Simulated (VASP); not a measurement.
TaNb2O5:

```
CELL_PARAMETERS angstrom
4.96356 0.00000 0.00000
0.00000 4.96356 0.00000
0.00000 0.00000 4.26347
ATOMIC_POSITIONS crystal
Ta 0.50000 0.50000 0.91816
Nb 0.50000 0.00000 0.47368
Nb 0.00000 0.50000 0.47368
O 0.13458 0.50000 0.85562
O 0.86542 0.50000 0.85562
O 0.50000 0.13458 0.85562
O 0.50000 0.86542 0.85562
O 0.50000 0.50000 0.29678
```

The cell was built by a generator and needn't be a form met in nature.

```yaml
Program: VASP 6.6.1
Task: relaxation of cell and atoms
Functional: PBE
Potentials_or_basis: VASP PAW PBE potentials, release 64 (Ta_pv, Nb_sv, O)
Cutoff: 520 eV
k_mesh: 3 × 3 × 3
Occupations: gaussian, width 0.15 eV
Spin: no spin polarisation
```

At the start: pressure 81.8 GPa; volume 13.13 Å³/atom.

Q: How do energy, volume and symmetry change on relaxing?

A: Over 23 steps the energy falls by 2543.4 meV/atom and the volume is 17.38 Å³/atom (+32.4 %); space group P4mm (No. 99, to 0.05 Å).

The path:
| step | energy change (eV) | largest force (eV/Å) | pressure (GPa) | volume (Å³) |
| --- | --- | --- | --- | --- |
| 1 | 0.0000 | 16.1035 | 81.82 | 105.04 |
| 2 | 34.8912 | 14.3585 | -19.56 | 241.93 |
| 3 | -3.7224 | 9.0476 | -10.23 | 190.63 |
| 4 | -5.3255 | 10.1651 | -3.91 | 174.81 |
| 5 | -8.5529 | 7.0786 | 8.95 | 139.81 |
| 6 | -9.3568 | 2.9547 | 24.46 | 121.63 |
| 7 | -12.4994 | 5.8522 | -30.10 | 175.17 |
| 8 | -13.7835 | 5.4698 | -16.03 | 151.55 |
| 9 | -17.5495 | 16.4826 | -1.74 | 150.84 |
| 10 | -19.3998 | 4.6039 | -11.93 | 152.40 |
| 11 | -19.3835 | 3.9246 | -12.87 | 152.50 |
| 12 | -19.6136 | 4.6759 | 16.21 | 130.64 |
| 13 | -20.2419 | 0.6758 | 0.21 | 139.80 |
| 14 | -20.2426 | 0.5417 | 0.78 | 139.49 |
| 15 | -20.2674 | 0.8888 | -0.29 | 140.18 |
| 16 | -20.2675 | 0.7895 | -0.25 | 140.14 |
| 17 | -20.2932 | 0.3732 | -0.56 | 140.22 |
| 18 | -20.3077 | 0.3917 | -0.77 | 140.33 |
| 19 | -20.3261 | 0.1905 | -0.32 | 139.71 |
| 20 | -20.3347 | 0.2158 | 0.19 | 139.20 |
| 21 | -20.3344 | 0.4382 | 1.42 | 138.19 |
| 22 | -20.3376 | 0.2975 | 0.64 | 138.80 |
| 23 | -20.3476 | 0.0463 | -0.29 | 139.08 |

Final structure:
```
Ta Nb O
1.0
     6.16148    0.00000    0.00000
     0.00000    6.16148    0.00000
     0.00000    0.00000    3.66339
Ta Nb O
1 2 5
Direct
  0.50000 0.50000 0.88040
  0.50000 0.00000 0.38841
  0.00000 0.50000 0.38841
  0.18000 0.50000 0.88636
  0.82000 0.50000 0.88636
  0.50000 0.18000 0.88636
  0.50000 0.82000 0.88636
  0.50000 0.50000 0.38214
```

Caveat: the k mesh is coarse (spacing up to 0.49 Å⁻¹), so the values aren't converged; the volume moved by over 15 % at a fixed basis, so the end points are rough; an odd number of electrons without spin polarisation forces a metal; a magnetic or distorted state may lie lower.
